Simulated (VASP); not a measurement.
```yaml
crystal:
  lattice:
    - [0.00000, 2.56600, 2.56600]
    - [2.56600, 0.00000, 2.56600]
    - [2.56600, 2.56600, 0.00000]
  atoms:
    - { symbol: Na, position: [0.00000, 0.00000, 0.00000] }
    - { symbol: H, position: [0.25000, 0.25000, 0.25000] }
```

These are PBEsol GGA, VASP's PBE PAW potentials (set 64) (plane waves; VASP) values and carry that method's errors. Settings: 400 eV cut-off, Gaussian smearing of 0.050 eV, potentials Na_pv H.

Question: Give the energies of bands 4 to 7 at the high-symmetry points, in eV from the valence-band maximum.

Answer: 
```json
[
 {"band": "4", "Γ": "-3.03", "X": "-0.09", "U": "-0.09", "L": "-0.76", "W": "0.00"},
 {"band": "5", "Γ": "8.33", "X": "4.89", "U": "5.15", "L": "3.42", "W": "5.70"},
 {"band": "6", "Γ": "13.41", "X": "7.31", "U": "5.92", "L": "10.78", "W": "5.93"},
 {"band": "7", "Γ": "13.41", "X": "9.76", "U": "10.24", "L": "12.65", "W": "7.34"}
]
```

The gap is indirect, 3.42 eV, from the valence maximum at W to the conduction minimum at L.

The structure was generated: NaH was put into the zinc blende type (F-43m), which need not be its known phase. It was relaxed first, which changed the volume by +44 %.
